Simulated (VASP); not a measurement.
These are MS2 meta-GGA, VASP's PBE PAW potentials (set 64) (plane waves; VASP) values and carry that method's errors.

Input for VASP

INCAR:
```
SYSTEM = WSe2
PREC = Accurate
ENCUT = 520
EDIFF = 1E-7
NELM = 100
ALGO = Normal
LREAL = .FALSE.
LASPH = .TRUE.
ISMEAR = -5
METAGGA = MS2
LMIXTAU = .TRUE.
LMAXMIX = 6
LWAVE = .FALSE.
LCHARG = .FALSE.
LORBIT = 11
NEDOS = 601
ISIF = 2
LEFG = .TRUE.
```

### POSCAR
```
WSe2
1
    1.6429202586    -2.8456210348     0.0000000000
    1.6429202586     2.8456210348     0.0000000000
    0.0000000000     0.0000000000    13.8604474750
W Se
2 4
Direct
  0.3333330000   0.6666670000   0.2500000000
  0.6666670000   0.3333330000   0.7500000000
  0.3333330000   0.6666670000   0.8703429957
  0.6666670000   0.3333330000   0.3703429957
  0.6666670000   0.3333330000   0.1296570043
  0.3333330000   0.6666670000   0.6296570043
```

**KPOINTS**
```
Automatic mesh
0
Gamma
9 9 2
```

File KPOINTS_OPT:
```
k-points along high-symmetry lines
6
Line-mode
Reciprocal
  0.000000   0.000000   0.000000 ! GAMMA
  0.000000   0.500000   0.000000 ! M

  0.000000   0.500000   0.000000 ! M
 -0.333333   0.666667   0.000000 ! K

 -0.333333   0.666667   0.000000 ! K
  0.000000   0.000000   0.000000 ! GAMMA

  0.000000   0.000000   0.000000 ! GAMMA
  0.000000   0.000000   0.500000 ! A

  0.000000   0.000000   0.500000 ! A
  0.000000   0.500000   0.500000 ! L

  0.000000   0.500000   0.500000 ! L
 -0.333333   0.666667   0.500000 ! H

 -0.333333   0.666667   0.500000 ! H
  0.000000   0.000000   0.500000 ! A

  0.000000   0.500000   0.500000 ! L
  0.000000   0.500000   0.000000 ! M

 -0.333333   0.666667   0.500000 ! H
 -0.333333   0.666667   0.000000 ! K
```

POTCAR, in this order: W_sv Se (PBE.64 set). Program: vasp_std.

Output of the run:

**OSZICAR**
```
       N       E                     dE             d eps       ncg     rms          rms(c)
DAV:   1     0.464118117445E+03    0.46412E+03   -0.26416E+04  1688   0.151E+03
DAV:   2    -0.344926075973E+02   -0.49861E+03   -0.48856E+03  1762   0.407E+02
DAV:   3    -0.655441315356E+02   -0.31052E+02   -0.30768E+02  1826   0.929E+01
DAV:   4    -0.662808442518E+02   -0.73671E+00   -0.73284E+00  1858   0.145E+01
DAV:   5    -0.662964011662E+02   -0.15557E-01   -0.15551E-01  1870   0.206E+00    0.570E+01
DAV:   6    -0.402084623070E+02    0.26088E+02   -0.36378E+01  1518   0.556E+01    0.839E+00
DAV:   7    -0.193328853796E+02    0.20876E+02   -0.18388E+01  1517   0.282E+01    0.586E+00
DAV:   8    -0.282007713319E+02   -0.88679E+01   -0.88708E+00  1488   0.248E+01    0.352E+00
DAV:   9    -0.147972563106E+02    0.13404E+02   -0.97018E+00  1488   0.211E+01    0.282E+00
DAV:  10    -0.130530752670E+02    0.17442E+01   -0.10692E+00  1642   0.906E+00    0.164E+00
DAV:  11    -0.132969066975E+02   -0.24383E+00   -0.58287E-02  1777   0.217E+00    0.151E+00
DAV:  12    -0.137163261133E+02   -0.41942E+00   -0.29450E-01  1602   0.472E+00    0.132E+00
DAV:  13    -0.132737256731E+02    0.44260E+00   -0.18411E+00  1495   0.106E+01    0.557E-01
DAV:  14    -0.131793742916E+02    0.94351E-01   -0.38066E-01  1649   0.439E+00    0.691E-01
DAV:  15    -0.131380995620E+02    0.41275E-01   -0.18321E-02  1726   0.107E+00    0.664E-01
DAV:  16    -0.130965638989E+02    0.41536E-01   -0.58250E-02  1558   0.197E+00    0.678E-01
DAV:  17    -0.131666441982E+02   -0.70080E-01   -0.69130E-02  1544   0.188E+00    0.425E-01
DAV:  18    -0.132073758020E+02   -0.40732E-01   -0.12934E-01  1798   0.208E+00    0.684E-01
DAV:  19    -0.131486477715E+02    0.58728E-01   -0.52601E-02  1628   0.163E+00    0.309E-01
DAV:  20    -0.132039125065E+02   -0.55265E-01   -0.27819E-02  1537   0.123E+00    0.204E-01
DAV:  21    -0.132122429900E+02   -0.83305E-02   -0.58084E-03  1691   0.584E-01    0.206E-01
DAV:  22    -0.132122068005E+02    0.36190E-04   -0.37786E-04  1828   0.149E-01    0.158E-01
DAV:  23    -0.132130686430E+02   -0.86184E-03   -0.58662E-04  1724   0.199E-01    0.583E-02
DAV:  24    -0.132136970798E+02   -0.62844E-03   -0.41211E-04  1663   0.161E-01    0.147E-02
DAV:  25    -0.132138034315E+02   -0.10635E-03   -0.66782E-05  1776   0.606E-02    0.187E-02
DAV:  26    -0.132137919386E+02    0.11493E-04   -0.26674E-05  1807   0.313E-02    0.835E-03
DAV:  27    -0.132138436021E+02   -0.51664E-04   -0.39593E-05  1614   0.491E-02    0.690E-03
DAV:  28    -0.132138378580E+02    0.57442E-05   -0.77201E-06  1764   0.196E-02    0.561E-03
DAV:  29    -0.132138449224E+02   -0.70645E-05   -0.10525E-06  1541   0.830E-03    0.381E-03
DAV:  30    -0.132138437322E+02    0.11902E-05   -0.24092E-07  1390   0.360E-03    0.335E-03
DAV:  31    -0.132138445069E+02   -0.77469E-06   -0.12962E-07  1144   0.303E-03    0.238E-03
DAV:  32    -0.132138433056E+02    0.12014E-05   -0.11009E-07  1024   0.230E-03    0.128E-03
DAV:  33    -0.132138440092E+02   -0.70362E-06   -0.55525E-08   961   0.129E-03    0.666E-04
DAV:  34    -0.132138438990E+02    0.11016E-06   -0.11027E-08   947   0.771E-04    0.537E-04
DAV:  35    -0.132138436403E+02    0.25879E-06   -0.52478E-09   926   0.519E-04    0.416E-04
DAV:  36    -0.132138436797E+02   -0.39412E-07   -0.36053E-09   898   0.462E-04
   1 F= -.13213844E+02 E0= -.13213844E+02  d E =0.000000E+00
       N       E                     dE             ncg
       N       E                     dE             ncg
       N       E                     dE             ncg
```

**OUTCAR**
```
------------------------ aborting loop because EDIFF is reached ----------------------------------------
  FORCE on cell =-STRESS in cart. coord.  units (eV):
  Direction    XX          YY          ZZ          XY          YZ          ZX
  --------------------------------------------------------------------------------------
  Total       -0.0379312     -0.0379312      0.0874517      0.0000000     -0.0000000     -0.0000000
  in kB       -0.4689286     -0.4689285      1.0811298      0.0000000     -0.0000000     -0.0000000
  external PRESSURE =       0.0477576 kB  Pullay stress =       0.0000000 kB
  volume of cell :      129.60
      direct lattice vectors                 reciprocal lattice vectors
     1.642920259 -2.845621035  0.000000000     0.304336134 -0.175708569  0.000000000
     1.642920259  2.845621035  0.000000000     0.304336134  0.175708569  0.000000000
     0.000000000  0.000000000 13.860447475     0.000000000  0.000000000  0.072147743
 POSITION                                       TOTAL-FORCE (eV/Angst)
 -----------------------------------------------------------------------------------
      1.64292      0.94854      3.46511         0.000000      0.000000     -0.000000
      1.64292     -0.94854     10.39534        -0.000000     -0.000000     -0.000000
      1.64292      0.94854     12.06334        -0.000000     -0.000000      0.002189
      1.64292     -0.94854      5.13312        -0.000000      0.000000      0.002189
      1.64292     -0.94854      1.79710         0.000000      0.000000     -0.002189
      1.64292      0.94854      8.72733        -0.000000     -0.000000     -0.002189
 -----------------------------------------------------------------------------------
    total drift:                               -0.000135      0.001070     -0.000035
  FREE ENERGIE OF THE ION-ELECTRON SYSTEM (eV)
  ---------------------------------------------------
  free  energy   TOTEN  =       -13.2138436797 eV

  energy  without entropy=      -13.2138436797  energy(sigma->0) =      -13.21384368

 total charge

# of ion       s       p       d       tot
------------------------------------------
    1        2.322   6.291   3.359  11.972
    2        2.322   6.291   3.359  11.972
    3        1.478   2.378   0.072   3.928
    4        1.478   2.378   0.072   3.928
    5        1.478   2.378   0.072   3.928
    6        1.478   2.378   0.072   3.928
--------------------------------------------------
tot         10.556  22.095   7.006  39.657

 Electric field gradients after diagonalization (V/A^2)
 (convention: |V_zz| > |V_xx| > |V_yy|)
----------------------------------------------------------------------
 ion       V_xx      V_yy      V_zz     asymmetry (V_yy - V_xx)/ V_zz
----------------------------------------------------------------------
   1      86.032    86.025  -172.057       0.000
   2      86.032    86.025  -172.057       0.000
   3      48.023    48.022   -96.046       0.000
   4      48.023    48.022   -96.046       0.000
   5      48.023    48.022   -96.046       0.000
   6      48.023    48.022   -96.046       0.000
```
(Selected blocks of OUTCAR.)

The compound is WSe2 in the 2H layered structure. It was relaxed first, which changed the volume by +7 %.
